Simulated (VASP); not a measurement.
ZnO (zincite):

```
Zn O
1.0
     3.24931    0.00000    0.00000
    -1.62465    2.81398    0.00000
     0.00000    0.00000    5.20571
Zn O
2 2
Direct
  0.33333 0.66667 0.50000
  0.66667 0.33333 0.00000
  0.66667 0.33333 0.37901
  0.33333 0.66667 0.87901
```

```yaml
Program: VASP 6.6.1
Task: relaxation of cell and atoms
Functional: LDA
Potentials_or_basis: VASP PAW LDA potentials, release 64 (Zn, O)
Cutoff: 600 eV
k_mesh: 9 × 9 × 6
Occupations: gaussian, width 0.02 eV
Spin: no spin polarisation
```

At the start: pressure -6.2 GPa; volume 11.90 Å³/atom.

Question: Where does the relaxation end?

Answer: Over 11 steps the energy falls by 10.4 meV/atom and the volume is 11.41 Å³/atom (-4.2 %); space group P6_3mc (No. 186, to 0.05 Å).

The path:
| step | energy change (eV) | largest force (eV/Å) | pressure (GPa) | volume (Å³) |
| --- | --- | --- | --- | --- |
| 1 | 0.0000 | 0.0553 | -6.25 | 47.60 |
| 2 | -0.0262 | 0.0408 | 4.44 | 44.47 |
| 3 | -0.0413 | 0.0022 | 0.05 | 45.61 |
| 4 | -0.0413 | 0.0041 | -0.06 | 45.65 |
| 5 | -0.0414 | 0.0189 | -0.27 | 45.66 |
| 6 | -0.0414 | 0.0185 | -0.15 | 45.66 |
| 7 | -0.0415 | 0.0184 | 0.08 | 45.59 |
| 8 | -0.0415 | 0.0186 | 0.09 | 45.57 |
| 9 | -0.0416 | 0.0018 | 0.15 | 45.58 |
| 10 | -0.0416 | 0.0030 | 0.06 | 45.58 |
| 11 | -0.0416 | 0.0035 | 0.01 | 45.62 |

Final structure:
```
Zn O
1.0
     3.19392    0.00000    0.00000
    -1.59696    2.76602    0.00000
     0.00000    0.00000    5.16412
Zn O
2 2
Direct
  0.33333 0.66667 0.50036
  0.66667 0.33333 0.00036
  0.66667 0.33333 0.37865
  0.33333 0.66667 0.87865
```
